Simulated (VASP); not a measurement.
Given:

```yaml
crystal:
  lattice:
    - [0.00000, 3.06359, 3.06359]
    - [3.06359, 0.00000, 3.06359]
    - [3.06359, 3.06359, 0.00000]
  atoms:
    - { symbol: Ga, position: [0.00000, 0.00000, 0.00000] }
    - { symbol: Sb, position: [0.25000, 0.25000, 0.25000] }
```

Computed with r2SCAN meta-GGA, VASP's PBE PAW potentials (set 64) (plane waves; VASP 6.6.1). Numerical set-up: 400 eV cut-off, 17×17×17 Γ-centred mesh, Gaussian smearing of 0.010 eV, potentials Ga_d Sb.

Unless said otherwise, spin-orbit coupling is left out, though it shifts the bands of the heavy elements here.

Problem. What does the run give for the energy per atom (σ→0), band gap (on the k-mesh) with the smallest direct gap where there is one?

Solution. 
```yaml
band gap (on the k-mesh): 0.42 eV
smallest direct gap (on the k-mesh): 0.42 eV
energy per atom (σ→0): -18.802 eV/atom
```

The compound is GaSb in the zinc blende structure. It was relaxed first.
